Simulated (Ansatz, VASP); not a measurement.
**CdWO4: VASP beside Ansatz**

Wanted: the spread between two codes on one cell, functional and k mesh. The structure shown is the start of the Ansatz relaxation below; VASP solves that cell, so the two are compared at the walk's first step.

Calculated with Ansatz 0.2.0; plane waves, with VASP 6.6.1 beside it; single point at LDA.

## 1. The starting structure

Symmetry: P2/c, No. 13, monoclinic system. Conventional cell: a = 5.040 Å, b = 5.870 Å, c = 5.084 Å, α = 90.00°, β = 91.48°, γ = 90.00°. Nearest to Cd lie 6 O at 2.20 to 2.43 Å. Nearest to W lie 6 O at 1.78 to 2.15 Å. Nearest to O lie 2 W at 1.92 to 2.15 Å and 1 Cd at 2.20 Å. Nearest to O lie 1 W at 1.78 Å and 2 Cd at 2.28 to 2.43 Å. Farther neighbours and most contacts between anions are not listed.

Coordinates:

```cif
data_structure
_symmetry_space_group_name_H-M 'P2/c'
_symmetry_Int_Tables_number 13
_cell_length_a 5.0400
_cell_length_b 5.8701
_cell_length_c 5.0841
_cell_angle_alpha 90.000
_cell_angle_beta 91.476
_cell_angle_gamma 90.000
_cell_volume 150.36
loop_
_atom_site_label
_atom_site_type_symbol
_atom_site_symmetry_multiplicity
_atom_site_Wyckoff_symbol
_atom_site_fract_x
_atom_site_fract_y
_atom_site_fract_z
_atom_site_occupancy
Cd1 Cd 2 f 0.50000 0.69729 0.75000 1
W1 W 2 e 0.00000 0.17855 0.75000 1
O1 O 4 g 0.20180 0.09550 0.45040 1
O2 O 4 g 0.24200 0.37030 0.88390 1
```

## 2. Ansatz: relaxation, LDA

Ansatz runs on its default PAW (the set named soft_2) files.

The two programs are compared at the cell with which this relaxation starts, whose forces are those of its first step.

File input.yaml:

```yaml
crystal:
  lattice:
    - [5.04, 0.0, 0.0]
    - [0.0, 5.8701, 0.0]
    - [-0.1309573182, 0.0, 5.0824131071]
  atoms:
    - { symbol: Cd, position: [0.5, 0.69729, 0.25] }
    - { symbol: Cd, position: [0.5, 0.30271, 0.75] }
    - { symbol: W, position: [0.0, 0.17855, 0.25] }
    - { symbol: W, position: [0.0, 0.82145, 0.75] }
    - { symbol: O, position: [0.2018, 0.0955, 0.9504] }
    - { symbol: O, position: [0.7982, 0.0955, 0.5496] }
    - { symbol: O, position: [0.7982, 0.9045, 0.0496] }
    - { symbol: O, position: [0.2018, 0.9045, 0.4504] }
    - { symbol: O, position: [0.242, 0.3703, 0.3839] }
    - { symbol: O, position: [0.758, 0.3703, 0.1161] }
    - { symbol: O, position: [0.758, 0.6297, 0.6161] }
    - { symbol: O, position: [0.242, 0.6297, 0.8839] }
kpoints:
  mp_grid: { grid: [6, 4, 6] }
hamiltonian:
  xc: lda
scf:
  occupations: { method: fermi_dirac, width: 0.02 }
relax:
  f_tol: 0.003
  max_steps: 90
  cell: { p_target: -4.79, stress_tol: 0.01 }
basis:
  ecutwfc: 550.0
```

Run with:

```bash
$ ansatz run input.yaml --threads 3 --pin off --max-ram 92160MiB --backend cuda --events-out ev --progress --plain --runs-dir out --devices 1 --max-vram 13GiB
```

Numbers of over 12 decimals in the logs are rounded to 6 here.

What it wrote:

```text
GPUs: using 1 of 1 available (devices: 1).
Engine: ansatz 0.2.0, x86_64-unknown-linux-gnu
Pseudopotentials: kind: paw
Pseudopotential: Cd, paw, valence charge 20, recommended cutoff 420 eV (normal), Cd.paw.azcp
Pseudopotential: W, paw, valence charge 14, recommended cutoff 420 eV (normal), W.paw.azcp
Pseudopotential: O, paw, valence charge 6, recommended cutoff 420 eV (normal), O.paw.azcp
Functional definition: SPW92
  exchange = slater_x
  correlation = pw_c
device memory: the entry about to start is reckoned to put 4.4 GiB on a device that reports 55.5 GiB free (of which the cap on the GPU budget leaves the run 13.0 GiB)
GPU FFT provider: cuFFT
GPU libraries: cuBLAS 13.8.2, cuFFT 12.4.0, cuSOLVER 12.3.4
Crystal: 12 atoms, lattice volume = 150.365 Å³
Basis set: ecut = 550 eV, 4403 PW (Γ)
Bands: 70, of which v1, the nominal top of the filled ones, is band 58 counted from 1 (57 counted from 0)
Symmetry: 4 space group operations
Space group: P2/c (ITA 13), of the structure as read, at distance tolerance 5.3e-5 Å
k-points: 60 of 144
Non-local potential: Cd, projectors of the file, l = 0: 3, l = 1: 2, l = 2: 2, l = 3: 1
Non-local potential: W, projectors of the file, l = 0: 3, l = 1: 2, l = 2: 2, l = 3: 1
Non-local potential: O, projectors of the file, l = 0: 2, l = 1: 2, l = 2: 1
PAW form: soft (Blöchl's): semilocal exchange-correlation on the pseudo side does not see the compensation charge
PAW frozen core: Cd, regenerated for the run's functional, and the local potential with it (the file was generated under x = pbe(κ = 0.804, μ = 0.219515), c = pbe(β = 0.066725))
PAW frozen core: W, regenerated for the run's functional, and the local potential with it (the file was generated under x = pbe(κ = 0.804, μ = 0.219515), c = pbe(β = 0.066725))
PAW frozen core: O, regenerated for the run's functional, and the local potential with it (the file was generated under x = pbe(κ = 0.804, μ = 0.219515), c = pbe(β = 0.066725))
PAW one-centre angular grid: Cd, 590 points (default); XC on 64 Gauss nodes
PAW one-centre angular grid: W, 590 points (default); XC on 64 Gauss nodes
PAW one-centre angular grid: O, 110 points (default); XC on 64 Gauss nodes
Initial density: superposition of atomic densities (neutral atoms: chi_scale 0, normalization atom), corrected by the library's trained network
Initial wavefunctions: pseudopotential atomic-orbital guess
GPU buffer pool allocated for 72000 grid points (all kernels)
GPU transforms: local potential and band sums: pruned to the plane-wave sphere, on 40×45×40
Functional: x = slater, c = lda
SCF iter   1: F=—  HF=-40940.223977 eV  |F-HF|=—  |Δ(HF+E_count)|=         —  Δρ=2.11e-2  dr2=6.29e-1  ethr=1.77e-3  ⟨swp⟩=6.3  Hψ=15641  notcnv=0  defer=22
preconditioner: auto → Resta (q_TF=auto, 2.613 Å⁻¹)  ε∞=6.7  [insulator: Δε(μ)=2.711 eV  Ē_g=11.627 eV  σ=0.020 eV  W_gap=1.00  n_scr=40 (ndim 8)  ℏωp=27.8 eV  f_vac=0.057  D(μ)=0.00/eV (n_scr^D=0)  ε∞_Penn≈6.7]
SCF iter   2: F=—  HF=-40940.094899 eV  |F-HF|=—  |Δ(HF+E_count)|=   1.29e-1  Δρ=7.26e-3  dr2=7.18e-2  ethr=5.43e-4  ⟨swp⟩=2.0  Hψ=6522  notcnv=0  defer=305
SCF iter   3: F=—  HF=-40940.082240 eV  |F-HF|=—  |Δ(HF+E_count)|=   1.27e-2  Δρ=2.99e-3  dr2=1.08e-2  ethr=6.19e-5  ⟨swp⟩=2.0  Hψ=6374  notcnv=0  defer=305
SCF iter   4: F=—  HF=-40940.079952 eV  |F-HF|=—  |Δ(HF+E_count)|=   2.29e-3  Δρ=1.30e-3  dr2=2.49e-3  ethr=9.32e-6  ⟨swp⟩=2.0  Hψ=5870  notcnv=0  defer=305
SCF iter   5: F=—  HF=-40940.079918 eV  |F-HF|=—  |Δ(HF+E_count)|=   3.40e-5  Δρ=3.60e-4  dr2=1.42e-4  ethr=2.14e-6  ⟨swp⟩=2.0  Hψ=5748  notcnv=0  defer=305
SCF iter   6: F=—  HF=-40940.078544 eV  |F-HF|=—  |Δ(HF+E_count)|=   1.37e-3  Δρ=1.15e-4  dr2=1.68e-5  ethr=1.22e-7  ⟨swp⟩=2.1  Hψ=5685  notcnv=0  defer=305
SCF iter   7: F=—  HF=-40940.079658 eV  |F-HF|=—  |Δ(HF+E_count)|=   1.11e-3  Δρ=3.05e-5  dr2=1.58e-6  ethr=1.45e-8  ⟨swp⟩=2.2  Hψ=6567  notcnv=0  defer=305
SCF iter   8: F=-40940.079659 eV  HF=-40940.079659 eV  |F-HF|=6.05e-9  |Δ(HF+E_count)|=   6.36e-7  Δρ=6.56e-6  dr2=9.41e-8  ethr=8.62e-11  ⟨swp⟩=3.2  Hψ=17180  notcnv=0
SCF 1 converged in 8 iterations: F = -40940.079659 eV  dr2 = 9.41e-8
  greatest PAW one-centre occupation: 1.000 electrons in one spin orbital (limit 2), on the W atom at site 3 (counted from 0), in its partial waves of l = 0
relax step   1: F+E_penalty+E_count = -40940.07965860 eV  Δ(F+E_penalty+E_count) = +0.000e0 eV  max|allowed force component| = 3.633e-1 eV/Å  Δτ_max = 0.0000 Å  P = -5.791 GPa  Ω = 150.365 Å³  (8 SCF iters, dr2 threshold 1.00e-7 eV, accepted)
device memory: the entry about to start is reckoned to put 4.1 GiB (of the 4.4 GiB reckoned in all, the device holds 0.4 GiB already) on a device that reports 61.0 GiB free (of which the cap on the GPU budget leaves the run 12.7 GiB)
GPU FFT provider: cuFFT
GPU libraries: cuBLAS 13.8.2, cuFFT 12.4.0, cuSOLVER 12.3.4
Crystal: 12 atoms, lattice volume = 149.608 Å³
Basis set: ecut = 550 eV, 4407 PW (Γ)
[...]
device memory: the entry about to start is reckoned to put 4.4 GiB on a device that reports 52.0 GiB free (of which the cap on the GPU budget leaves the run 13.0 GiB)
GPU FFT provider: cuFFT
GPU libraries: cuBLAS 13.8.2, cuFFT 12.4.0, cuSOLVER 12.3.4
Initial wavefunctions: pseudopotential atomic-orbital guess (no wavefunctions were taken with the density)
GPU buffer pool allocated for 76800 grid points (all kernels)
GPU transforms: local potential and band sums: pruned to the plane-wave sphere, on 40×45×40
iter 1 solved again at ethr=1.56e-7 eV; its pass at ethr=3.10e-3 eV (dr2=1.81e-4 eV) is discarded
SCF iter   1: F=—  HF=-40940.128958 eV  |F-HF|=—  |Δ(HF+E_count)|=         —  Δρ=2.52e-5  dr2=2.46e-8  ethr=1.56e-7  ⟨swp⟩=3.6  Hψ=26556  notcnv=0
eigensolver tolerance schedule: the retry pair's looser diagonalisation over-reported the residual by 7373.25 of it (diagonalisation noise at 0.59 of the residual, at the tolerance the schedule requests for it); recorded, not acted on — ethr = c·dr2/N_el stays at c = 1.0e-1
SCF iter   2: F=—  HF=-40940.130093 eV  |F-HF|=—  |Δ(HF+E_count)|=   1.13e-3  Δρ=1.29e-5  dr2=1.07e-8  ethr=2.12e-11  ⟨swp⟩=3.6  Hψ=10835  notcnv=0
SCF iter   3: F=—  HF=-40940.130093 eV  |F-HF|=—  |Δ(HF+E_count)|=   1.66e-7  Δρ=4.72e-6  dr2=3.04e-9  ethr=9.26e-12  ⟨swp⟩=2.0  Hψ=6285  notcnv=0
SCF iter   4: F=—  HF=-40940.130093 eV  |F-HF|=—  |Δ(HF+E_count)|=   2.35e-8  Δρ=4.46e-7  dr2=1.93e-10  ethr=2.62e-12  ⟨swp⟩=1.2  Hψ=4473  notcnv=0
SCF iter   5: F=—  HF=-40940.130093 eV  |F-HF|=—  |Δ(HF+E_count)|=  4.37e-11  Δρ=1.76e-7  dr2=4.26e-11  ethr=1.00e-12  ⟨swp⟩=1.0  Hψ=4200  notcnv=0
SCF iter   6: F=—  HF=-40940.130093 eV  |F-HF|=—  |Δ(HF+E_count)|=    0.00e0  Δρ=9.85e-8  dr2=1.06e-11  ethr=1.00e-12  ⟨swp⟩=1.0  Hψ=4200  notcnv=0
SCF iter   7: F=-40940.130093 eV  HF=-40940.130093 eV  |F-HF|=0.00e0  |Δ(HF+E_count)|=    0.00e0  Δρ=3.63e-8  dr2=9.98e-13  ethr=1.00e-12  ⟨swp⟩=6.1  Hψ=17786  notcnv=0
SCF 8 converged in 7 iterations: F = -40940.130093 eV  dr2 = 9.98e-13
relax step   8: F+E_penalty+E_count = -40940.13009328 eV  Δ(F+E_penalty+E_count) = +4.665e-5 eV  max|allowed force component| = 5.597e-4 eV/Å  Δτ_max = 0.0000 Å  P = -4.792 GPa  Ω = 149.731 Å³  stress off target by 4.12e-3 GPa  SCF on the basis re-selected at this cell (its energy is not comparable with the rows above)  (7 SCF iters)
basis re-selected at this cell: Δ(F+E_penalty+E_count) = +4.665e-5 eV, ΔP = +0.000 GPa vs the last step (what re-selecting the basis moved, of the pressure what is left beyond the Pulay correction that the steps carried, after the strain that the cell walked since its last selection, with what the two solves' SCF thresholds leave and, on support functions, any second-order correction that the steps lacked; it is no measure of the basis error at this ecutwfc). The dense FFT grid was sized anew with the basis: this SCF ran on 40×48×40 points, the steps before it on 40×45×40, so part of this shift can come from that change (see relax.cell in the input reference). [rest of the remark cut]
SCF converged after 7 iterations
Free energy (F): -40940.130093 eV
Harris-Foulkes:  -40940.130093 eV  (|F-HF|=0.00e0)
Internal energy: -40940.130093 eV  (E = F + TS)
E sigma→0 (E₀):  -40940.130093 eV
Fermi energy:    10.289629 eV
--- Per-component energies (eV) ---
  E_band       = -1369.138894
  E_kinetic    = 3291.707788
  E_local      = -11360.480286  (includes V_loc(G=0)·N_el)
  E_nonlocal   = 495.963520
  E_hartree    = 4750.217277
  E_xc         = -1452.264578
  E_vxc        = -1654.770996  (∫ρ·V_xc dr)
  E_paw        = -25693.804960  (= ΣΔE_a)
  E_vpaw       = -1641.998406  (= ΣTr[D̂ρ^β])
  E_aug_tail   = 0.004939  (compensation charges beyond the density's cutoff)
  E_ewald      = -10974.348610
  E_core_change = 2.874815  (= ΣΔE_core)
  E_smearing   = -0.000000  (= −TS)
  E_closure    = 0.000000  (closes the sum)
  Σ components = -40940.130093   (vs F -40940.130093, Δ=0.00e0)
--- Forces (eV/Å), atoms counted from 1 ---
  atom   1  Cd     0.00000000     0.00016074     0.00000000
  atom   2  Cd    -0.00000000    -0.00016074     0.00000000
  atom   3  W      0.00000000    -0.00001100     0.00000000
  atom   4  W     -0.00000000     0.00001100     0.00000000
  atom   5  O      0.00036054     0.00055972    -0.00017984
  atom   6  O     -0.00036054     0.00055972     0.00017984
  atom   7  O     -0.00036054    -0.00055972     0.00017984
  atom   8  O      0.00036054    -0.00055972    -0.00017984
  atom   9  O      0.00004779     0.00000663    -0.00053475
  atom  10  O     -0.00004779     0.00000663     0.00053475
  atom  11  O     -0.00004779    -0.00000663     0.00053475
  atom  12  O      0.00004779    -0.00000663    -0.00053475
  max |Σ_I F_I| component: 0.00e0 eV/Å
--- Stress (GPa, compression-positive) ---
       -4.791779       0.000000       0.000545
        0.000000      -4.794116      -0.000000
        0.000545      -0.000000      -4.788873
  P = ⅓ Tr σ = -4.7916 GPa (-47.916 kbar)
--- Band table (eV; the first three rows and the last of 60) ---
  k-point 0: bands = [... 54 lower, 8.0537, 8.2508, 8.4701, 8.5101, 12.1837, 12.6008, 12.6128, 12.7005, ... 8 higher]
  k-point 1: bands = [... 54 lower, 7.9856, 8.2892, 8.4763, 8.6714, 12.2689, 12.3006, 12.5543, 12.5816, ... 8 higher]
  k-point 2: bands = [... 54 lower, 8.0745, 8.3091, 8.5682, 8.7677, 12.1508, 12.3140, 12.5310, 12.6363, ... 8 higher]
  k-point 59: bands = [... 54 lower, 7.9573, 7.9573, 8.3927, 8.3927, 12.4519, 12.4519, 12.7316, 12.7316, ... 8 higher]
--- Relaxed structure (7 steps of the walk, 7 accepted, 1 SCFs on fresh bases) ---
  F+E_penalty+E_count = -40940.13009328 eV   max|allowed force component| = 5.597e-4 eV/Å   (the final SCF, on the basis selected at the relaxed cell)
  cell:  # Å, volume = 149.7306 Å³
    - [5.002675, -3.565173963177238e-18, 0.016056]
    - [-4.1523666034219624e-18, 5.920801, 6.997442980386835e-18]
    - [-0.113796, 6.151118160554388e-18, 5.054711]
  atoms:
    - { symbol: Cd, position: [0.500000, 0.687903, 0.25] }
    - { symbol: Cd, position: [0.500000, 0.312097, 0.75] }
    - { symbol: W, position: [0.0, 0.174537, 0.25] }
    - { symbol: W, position: [6.938893903907228e-18, 0.825463, 0.750000] }
    - { symbol: O, position: [0.199432, 0.097678, 0.944645] }
    - { symbol: O, position: [0.800568, 0.097678, 0.555355] }
    - { symbol: O, position: [0.800568, 0.902322, 0.055355] }
    - { symbol: O, position: [0.199432, 0.902322, 0.444645] }
    - { symbol: O, position: [0.244937, 0.365105, 0.384414] }
    - { symbol: O, position: [0.755063, 0.365105, 0.115586] }
    - { symbol: O, position: [0.755063, 0.634895, 0.615586] }
    - { symbol: O, position: [0.244937, 0.634895, 0.884414] }
```

The column dr2 measures how far the density is from self-consistency, as an energy; F and HF (Harris–Foulkes) agree once it is small.

(Continued in part 2 of 2.)

[Lines on the potential files, build, host, timing and source positions are cut from VASP's logs without a mark.]

[Logs are printed without paths, hosts, clocks, repeated set-up lines and the standing remarks that a program may print on its own settings, such as how far it seeks lower states.]

[Hosts, paths, dates, database ids (printed as entryN), source tags and the programs' standing remarks are cut or masked in the printed files.]
